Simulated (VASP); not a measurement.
A run of VASP 6.6.1 is set up as follows.

Contents of INCAR:

```
SYSTEM = Al
  PREC = Accurate
  ENCUT = 300
  EDIFF = 1E-6
  ISMEAR = 1
  SIGMA = 0.1
  LREAL = .False.
  LASPH = .True.
  NELM = 80
  ALGO = Normal
  ISIF = 3
  LWAVE = .False.
  LCHARG = .False.
  GGA = PE
  IBRION = 2
  NSW = 90
  EDIFFG = -0.01
```

File KPOINTS:

```
regular mesh
0
Gamma
  8 8 8
  0 0 0
```

Contents of POSCAR:

```
Al
1.0
    0.0000000000      2.0248050000      2.0248050000
    2.0248050000      0.0000000000      2.0248050000
    2.0248050000      2.0248050000      0.0000000000
Al
1
Direct
    0.0000000000      0.0000000000      0.0000000000
```

Potentials or basis: VASP PAW PBE potentials, release 64 (Al).

The run is started by

```sh
$ cat potpaw_PBE.64/Al/POTCAR > POTCAR
$ mpirun -np 1 vasp_std > vasp.out
```

Question: Estimate the band gap on the k mesh.

Answer: None (metal or under the smearing width).

Question: What does it give for the relaxed volume?

Answer: 16.50 Å³/atom.

Question: Predict the space group after relaxing (to 0.05 Å).

Answer: Fm-3m (No. 225).

Question: Estimate the relaxed cell.

Answer: a = 2.858 Å, b = 2.858 Å, c = 2.858 Å, α = 60.00°, β = 60.00°, γ = 60.00°.

The path:
```
step  energy change (eV)  largest force (eV/Å)  pressure (GPa)  volume (Å³)
   1              0.0000                0.0000           -0.49        16.60
   2             -0.0002                0.0000            0.10        16.48
   3             -0.0002                0.0000            0.01        16.50
```
